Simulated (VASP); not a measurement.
Input:

```xyz
2
Lattice="0.0000 3.1049 3.1049 3.1049 0.0000 3.1049 3.1049 3.1049 0.0000" Properties=species:S:1:pos:R:3 pbc="T T T"
Cd     0.0000     0.0000     0.0000
Se     1.5524     1.5524     1.5524
```

All values below come from optB86b-vdW, VASP's PBE PAW potentials (set 64) (plane waves; VASP). Run with 520 eV cut-off, 8×8×8 Γ-centred mesh, Gaussian smearing of 0.050 eV, potentials Cd Se.

Question: What does the run give for the energy per atom (σ→0), pressure, band gap (on the k-mesh) with the smallest direct gap where there is one?

Answer: 
```
Quantity                                      Value
-----------------------------------  --------------
band gap (on the k-mesh)                    0.37 eV
smallest direct gap (on the k-mesh)         0.37 eV
energy per atom (σ→0)                -0.338 eV/atom
pressure                                  -1.34 GPa
```

The absolute energy has meaning only against runs of the same code, potentials and settings.

The compound is CdSe in the zinc blende structure, whereas wurtzite is the usual form. This cell is one point of a volume scan, at 1.03 of the reference volume.
